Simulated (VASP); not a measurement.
```
GaP
1.0
    0.00000     2.70815     2.70815
    2.70815     0.00000     2.70815
    2.70815     2.70815     0.00000
Ga P
1 1
Direct
  0.00000   0.00000   0.00000
  0.25000   0.25000   0.25000
```

All values below come from optB86b-vdW, VASP's PBE PAW potentials (set 64) (plane waves; VASP). Settings: 520 eV cut-off, 8×8×8 Γ-centred mesh, Gaussian smearing of 0.050 eV, potentials Ga_d P.

Question: Give the stress tensor in GPa (positive for a compressed cell).

Answer: 
```
2.63  0.00  0.00
0.00  2.63  0.00
0.00  0.00  2.63
```
The pressure is its mean diagonal, 2.63 GPa.

The compound is GaP in the zinc blende structure. This cell is one point of a volume scan, at 0.97 of the reference volume.
